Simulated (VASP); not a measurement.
**Mg: formation energy of Cr on the Mg site**

How easily does Cr on the Mg site form in Mg? The host is relaxed first, then a supercell is run with and without the defect.

Calculated with VASP 6.6.1; PBEsol; plane waves and PAW (Mg), in the first sound run; inputs show where later runs differ.

**1. The host crystal**

The structure is hexagonal, space group P6_3/mmc (No. 194). Conventional cell: a = 3.210 Å, b = 3.210 Å, c = 5.213 Å, α = 90.00°, β = 90.00°, γ = 120.00°. Nearest to Mg lie 12 Mg at 3.20 to 3.21 Å.

**2. The host at zero pressure**

The later steps need the crystal at this functional's own lattice; a raised cutoff keeps the stress reliable while the cell changes.

Input file INCAR:

```
SYSTEM = Mg
PREC = Accurate
ENCUT = 350
EDIFF = 1E-06
NELM = 120
ISMEAR = 1
SIGMA = 0.15
LREAL = .FALSE.
ALGO = Normal
GGA = PS
NBANDS = 8
LORBIT = 11
LWAVE = .FALSE.
LCHARG = .FALSE.
KPAR = 4
IBRION = 2
NSW = 40
ISIF = 3
EDIFFG = -0.02
POTIM = 0.4
```

Input file POSCAR:

```
Mg
1.0
    3.2100000000      0.0000000000      0.0000000000
   -1.6050000000      2.7799415461      0.0000000000
    0.0000000000      0.0000000000      5.2130400000
Mg
2
Direct
    0.0000000000      0.0000000000      0.0000000000
    0.3333333333      0.6666666667      0.5000000000
```

Input file KPOINTS:

```
Automatic mesh
0
Gamma
12 12 7
0 0 0
```

PAW data sets: Mg (PBE family, release 64).

On the command line:

```bash
mpirun -np 4 vasp_std
```

Log:

```text
[banner, memory and clock lines left out]
running    4 mpi-ranks, on    1 nodes
 distrk:  each k-point on    1 cores,    4 groups
 distr:  one band on    1 cores,    1 groups

 POSCAR found type information on POSCAR Mg
 POSCAR found :  1 types and       2 ions
|                                                                             |
|               ----> ADVICE to this user running VASP <----                  |
|                                                                             |
|     You enforced a specific xc type in the INCAR file but a different       |
|     [... a line on the potential file left out ...]
|     I HOPE YOU KNOW WHAT YOU ARE DOING!                                     |
|                                                                             |

 LDA part: xc-table for (Slater+PW92), standard interpolation
 POSCAR, INCAR and KPOINTS ok, starting setup
 FFT: planning ... GRIDC
 FFT: planning ... GRID_SOFT
 FFT: planning ... GRID
 WAVECAR not read
 entering main loop
       N       E                     dE             d eps       ncg     rms          rms(c)
DAV:   1    -0.162439836273E+01   -0.16244E+01   -0.11032E+03  1232   0.243E+02
DAV:   2    -0.344986020141E+01   -0.18255E+01   -0.17765E+01  1616   0.189E+01
DAV:   3    -0.346070178714E+01   -0.10842E-01   -0.10828E-01  1664   0.186E+00
DAV:   4    -0.346072738074E+01   -0.25594E-04   -0.25594E-04  1824   0.705E-02
DAV:   5    -0.346072740640E+01   -0.25662E-07   -0.25476E-07  1640   0.162E-03    0.973E-01
DAV:   6    -0.345027327071E+01    0.10454E-01   -0.63781E-04  1440   0.171E-01    0.620E-01
DAV:   7    -0.344057548851E+01    0.96978E-02   -0.26827E-03  1352   0.313E-01    0.322E-02
DAV:   8    -0.344058100674E+01   -0.55182E-05   -0.17170E-05  1912   0.268E-02    0.640E-03
DAV:   9    -0.344058036906E+01    0.63768E-06   -0.96437E-07  1384   0.451E-03
   1 F= -.34405804E+01 E0= -.34403874E+01  d E =-.344058E+01
 curvature:   0.00 expect dE= 0.000E+00 dE for cont linesearch  0.000E+00
 trial: gam= 0.00000 g(F)=  0.528E-47 g(S)=  0.844E-02 ort = 0.000E+00 (trialstep = 0.100E+01)
 search vector abs. value=  0.844E-02
 bond charge predicted
       N       E                     dE             d eps       ncg     rms          rms(c)
DAV:   1    -0.344676778317E+01   -0.61868E-02   -0.17382E-02  1672   0.626E-01    0.429E-02
DAV:   2    -0.344673739398E+01    0.30389E-04   -0.64264E-05  1336   0.478E-02    0.274E-02
DAV:   3    -0.344671292812E+01    0.24466E-04   -0.62333E-06  1696   0.117E-02    0.130E-03
DAV:   4    -0.344671267165E+01    0.25647E-06   -0.70925E-08   936   0.151E-03
   2 F= -.34467127E+01 E0= -.34466899E+01  d E =-.613230E-02
[...]
3 F= -.34481359E+01 E0= -.34482667E+01  d E =-.755552E-02
[...]
4 F= -.34481377E+01 E0= -.34482752E+01  d E =-.755729E-02
 curvature:  -0.85 expect dE=-0.173E-03 dE for cont linesearch -0.139E-06
 trial: gam= 0.02852 g(F)=  0.893E-47 g(S)=  0.204E-03 ort =-0.372E-04 (trialstep = 0.115E+01)
 search vector abs. value=  0.208E-03
 bond charge predicted
       N       E                     dE             d eps       ncg     rms          rms(c)
DAV:   1    -0.344832844078E+01   -0.19082E-03   -0.51302E-04  1600   0.928E-02    0.784E-03
DAV:   2    -0.344832739900E+01    0.10418E-05   -0.26421E-06  1296   0.988E-03    0.486E-03
DAV:   3    -0.344832662468E+01    0.77432E-06   -0.88004E-07  1112   0.291E-03
   5 F= -.34483266E+01 E0= -.34485606E+01  d E =-.188961E-03
 trial-energy change:   -0.000189  1 .order   -0.000189   -0.000233   -0.000145
 step:   3.0492(harm=  3.0492)  dis= 0.00000  next Energy=    -3.448446 (dE=-0.309E-03)
 reached required accuracy - stopping structural energy minimisation
```

It took 7.2 s on 4 MPI ranks of Intel Xeon Platinum 8259CL at 2.50GHz (Skylake/Cascade Lake), shared host; peak memory 0.54 GiB; 26 s of CPU time.

Lines that name or quote the potential files are left out of all logs, and their timing lines are given in words.

From OUTCAR (step 2):

```text
ion  position               nearest neighbor table
   1  0.000  0.000  0.000-   2 3.20   2 3.20   2 3.20   2 3.20   2 3.20   2 3.20
   2  0.333  0.667  0.500-   1 3.20   1 3.20   1 3.20   1 3.20   1 3.20   1 3.20

  LATTYP: Found a hexagonal cell.
 ALAT       =     3.2100000000
 C/A-ratio  =     1.6240000000

 Subroutine GETGRP returns: Found 24 space group operations
 (whereof 12 operations were pure point group operations)

The static configuration has the point symmetry D_3h.
 The point group associated with its full space group is D_6h.

 Found     76 irreducible k-points:

   k-points           NKPTS =     76   k-points in BZ     NKDIM =     76   number of bands    NBANDS=      8

   dimension x,y,z NGX =    20 NGY =   20 NGZ =   32
   dimension x,y,z NGXF=    40 NGYF=   40 NGZF=   64

   ENCUT  =  350.0 eV  25.72 Ry    5.07 a.u.   4.90  4.90  7.95*2*pi/ulx,y,z

   NELECT =       4.0000    total number of electrons

 k-points in reciprocal lattice and weights: Automatic mesh
   0.00000000  0.00000000  0.00000000       0.001
   0.08333333  0.00000000  0.00000000       0.006
   0.16666667  0.00000000  0.00000000       0.006
   0.25000000  0.00000000  0.00000000       0.006
   0.33333333 -0.00000000  0.00000000       0.006
   0.41666667 -0.00000000  0.00000000       0.006
   0.50000000  0.00000000  0.00000000       0.003
   0.08333333  0.08333333  0.00000000       0.006
   0.16666667  0.08333333  0.00000000       0.012
[...]
0.33333333  0.25000000  0.42857143       0.024
   0.33333333  0.33333333  0.42857143       0.004

 average (electrostatic) potential at core
       1 -38.7726       2 -38.7726

 E-fermi :   2.6386

 k-point     1 :       0.0000    0.0000    0.0000
  band No.  band energies     occupation
      1      -4.3157      2.00000
      2       1.0501      2.00000
      3       1.5842      2.00000
      4      13.6547      0.00000
      5      13.6547      0.00000
      6      13.7924      0.00000
      7      13.7924      0.00000
      8      14.7193      0.00000

 k-point     2 :       0.0833    0.0000    0.0000
  band No.  band energies     occupation
      1      -4.1779      2.00000
      2       1.1755      2.00000
      3       1.7176      2.00000
      4      11.3849      0.00000
      5      12.4604      0.00000
      6      13.2952      0.00000
      7      15.1746      0.00000
      8      15.6850      0.00000

 k-point     3 :       0.1667    0.0000    0.0000
  band No.  band energies     occupation
      1      -3.7657      2.00000
      2       1.5519      2.00000
      3       2.1118      2.00001
      4       8.8488      0.00000
      5      11.4261      0.00000
      6      12.0661      0.00000
      7      13.6538      0.00000
      8      14.7312      0.00000

  Total        0.0385499      0.0385499     -0.0344146      0.0000000      0.0000000      0.0000000
  in kB        1.3769259      1.3769259     -1.2292213      0.0000000      0.0000000      0.0000000
  external PRESSURE =       0.5082102 kB  Pullay stress =       0.0000000 kB

  energy-cutoff  :      350.00
  volume of cell :       44.86
      direct lattice vectors                 reciprocal lattice vectors
     3.183580179 -0.000000000 -0.000000000     0.314111768  0.181352514 -0.000000000
    -1.591790089  2.757061310 -0.000000000    -0.000000000  0.362705028 -0.000000000
     0.000000000  0.000000000  5.110472236     0.000000000  0.000000000  0.195676633

 POSITION                                       TOTAL-FORCE (eV/Angst)
 -----------------------------------------------------------------------------------
      0.00000      0.00000     -0.00000         0.000000      0.000000     -0.000000
     -0.00000      1.83804      2.55524        -0.000000     -0.000000      0.000000
 -----------------------------------------------------------------------------------
    total drift:                                0.000000     -0.000000      0.000000

  FREE ENERGIE OF THE ION-ELECTRON SYSTEM (eV)
  ---------------------------------------------------
  free  energy   TOTEN  =        -3.4483266247 eV

  energy  without entropy=       -3.4490286480  energy(sigma->0) =       -3.44856063

 reached required accuracy - stopping structural energy minimisation

 total charge
# of ion       s       p       d       tot
------------------------------------------
    1        0.208   0.131   0.012   0.351
    2        0.208   0.131   0.012   0.351
--------------------------------------------------
tot          0.416   0.263   0.024   0.703

[... 3 further parts left out ...]
```

CONTCAR:

```
Mg
   1.00000000000000
     3.1835801788454439   -0.0000000000000000   -0.0000000000000000
    -1.5917900894227219    2.7570613098179027   -0.0000000000000000
     0.0000000000000000    0.0000000000000000    5.1104722364226953
  Mg
     2
Direct
     0.0000000000000000    0.0000000000000000    0.0000000000000000
     0.3333333332999970    0.6666666667000030    0.5000000000000000
```

The PAW data sets were made with PBE, which is usual practice but a small mismatch for other functionals. The run keeps the 24 symmetry operations of its start, so it cannot find a distortion of lower symmetry.

Step by step:

| step | energy less that of the first step (eV) | largest force (eV/Å) | pressure (GPa) | volume (Å³) |
| --- | --- | --- | --- | --- |
| 1 | 0.0000 | 0.0000 | -1.25 | 46.52 |
| 2 | -0.0061 | 0.0000 | -0.53 | 45.55 |
| 3 | -0.0076 | 0.0000 | 0.04 | 44.86 |
| 4 | -0.0076 | 0.0000 | 0.07 | 44.83 |
| 5 | -0.0077 | 0.0000 | 0.05 | 44.86 |

| conventional cell, symmetrised | before | after | change |
| --- | --- | --- | --- |
| a (Å) | 3.210 | 3.184 | -0.8 % |
| b (Å) | 3.210 | 3.184 | -0.8 % |
| c (Å) | 5.213 | 5.110 | -2.0 % |
| volume (Å³/atom) | 23.26 | 22.43 | -3.6 % |

The relaxed structure:

```cif
data_structure
_symmetry_space_group_name_H-M 'P 1'
_symmetry_Int_Tables_number 1
_cell_length_a 3.1836
_cell_length_b 3.1836
_cell_length_c 5.1105
_cell_angle_alpha 90.000
_cell_angle_beta 90.000
_cell_angle_gamma 120.000
_cell_volume 44.86
loop_
_atom_site_label
_atom_site_type_symbol
_atom_site_fract_x
_atom_site_fract_y
_atom_site_fract_z
_atom_site_occupancy
Mg1 Mg 0.00000 0.00000 0.00000 1
Mg2 Mg 0.33333 0.66667 0.50000 1
```

Numbers from this step:

```
electronic cycles                               : 22
electrons                                       : 4
free energy (TOTEN)                             : -3.448 eV
energy at zero smearing                         : -3.449 eV
Fermi energy                                    : 2.639 eV
labelled metallic, from the levels on this mesh : yes
```

The run ended after 5 ionic steps, 0.008 eV below its first step, once forces and stress met EDIFFG = -0.02.

(Continued in part 2 of 3.)

[Lines on the potential files, build, host, timing and source positions are cut from VASP's logs without a mark.]

[Logs are printed without paths, hosts, clocks, repeated set-up lines and the standing remarks that a program may print on its own settings, such as how far it seeks lower states.]

[Hosts, paths, dates, database ids (printed as entryN), source tags and the programs' standing remarks are cut or masked in the printed files.]

[In band tables of VASP the shares of atoms and orbitals are scaled to a sum of 1 inside the atoms' spheres.]

[Runs that stopped without an error message from VASP are left out.]
